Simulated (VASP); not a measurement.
Here is the system:

```
GaN
1.0
    0.00000     2.25350     2.25350
    2.25350     0.00000     2.25350
    2.25350     2.25350     0.00000
Ga N
1 1
Direct
  0.00000   0.00000   0.00000
  0.75000   0.75000   0.75000
```

These are r2SCAN meta-GGA, VASP's PBE PAW potentials (set 64) (plane waves; VASP) values and carry that method's errors. Numerical set-up: 520 eV cut-off, 9×9×9 Γ-centred mesh, Gaussian smearing of 0.050 eV, potentials Ga_d N.

Q: What does the run give for the energy per atom (σ→0), band gap (on the k-mesh) with the smallest direct gap where there is one?

A: 
```yaml
band gap (on the k-mesh): 2.12 eV
smallest direct gap (on the k-mesh): 2.12 eV
energy per atom (σ→0): -10.948 eV/atom
```

Total energies compare only between runs with the same potentials, cut-off and functional.

The structure comes from a computed database's GaN entry (F-43m); how it stands against other phases isn't given here. The cell was not relaxed at this level.
